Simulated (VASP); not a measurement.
The system is Nb.

```
CELL_PARAMETERS angstrom
-1.65882 1.65882 1.65882
1.65882 -1.65882 1.65882
1.65882 1.65882 -1.65882
ATOMIC_POSITIONS crystal
Nb 0.00000 0.00000 0.00000
```

| Property | Result |
| --- | --- |
| Program | VASP 6.6.1 |
| Task | relaxation of cell and atoms |
| Functional | PBEsol |
| Potentials or basis | VASP PAW PBE potentials, release 64 (Nb_sv) |
| Cutoff | 480 eV |
| k mesh | 18 × 18 × 18 |
| Occupations | gaussian, width 0.1 eV |
| Spin | no spin polarisation |

At the start: pressure -7.3 GPa; volume 18.26 Å³/atom.

**Question.** Where does the relaxation end?

**Answer.** Over 4 steps the energy falls by 18.2 meV/atom and the volume is 17.49 Å³/atom (-4.2 %); space group Im-3m (No. 229, to 0.05 Å).

Step by step:
| step | energy change (eV) | largest force (eV/Å) | pressure (GPa) | volume (Å³) |
| --- | --- | --- | --- | --- |
| 1 | 0.0000 | 0.0000 | -7.29 | 18.26 |
| 2 | 0.0468 | 0.0000 | 16.53 | 16.15 |
| 3 | -0.0181 | 0.0000 | -0.20 | 17.51 |
| 4 | -0.0182 | 0.0000 | -0.01 | 17.49 |

Final structure:
```
Nb
1.0
    -1.63513    1.63513    1.63513
     1.63513   -1.63513    1.63513
     1.63513    1.63513   -1.63513
Nb
1
Direct
  0.00000 0.00000 0.00000
```

Caveat: the PAW data sets were made with another functional, which shifts forces and pressure a little.
